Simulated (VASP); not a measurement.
Here is the system:

```xyz
4
Lattice="3.5203 0.0000 0.0000 0.0000 3.5203 0.0000 0.0000 0.0000 3.5203" Properties=species:S:1:pos:R:3 pbc="T T T"
Al     0.0000     0.0000     0.0000
Ni     0.0000     1.7602     1.7602
Ni     1.7602     0.0000     1.7602
Ni     1.7602     1.7602     0.0000
```
Starting moments (μB, in the order of the record's atoms Al Ni Ni Ni): 0.0 0.5 0.5 0.5.

Method: PBEsol GGA, VASP's PBE PAW potentials (set 64) (plane waves; VASP 6.6.1). Settings: 480 eV cut-off, 8×8×8 Γ-centred mesh, first-order Methfessel-Paxton smearing of 0.10 eV, potentials Al Ni.

Predict the cell moment, energy per atom (σ→0), band gap (on the k-mesh) with the smallest direct gap where there is one.

```json
{
  "band gap (on the k-mesh)": "none (metal, semimetal or under 0.01 eV)",
  "cell_moment": "0.70 μB",
  "energy per atom (σ→0)": "-6.072 eV/atom"
}
```

Give the moment on each site (PAW-sphere projection).

| site | moment (μB) |
|---|---|
| Al1 | -0.01 |
| Ni2 | 0.25 |
| Ni3 | 0.25 |
| Ni4 | 0.25 |

The absolute energy has meaning only against runs of the same code, potentials and settings.

The compound is Ni3Al in the L1_2 structure. It was relaxed first. The start is the result of an earlier pass.
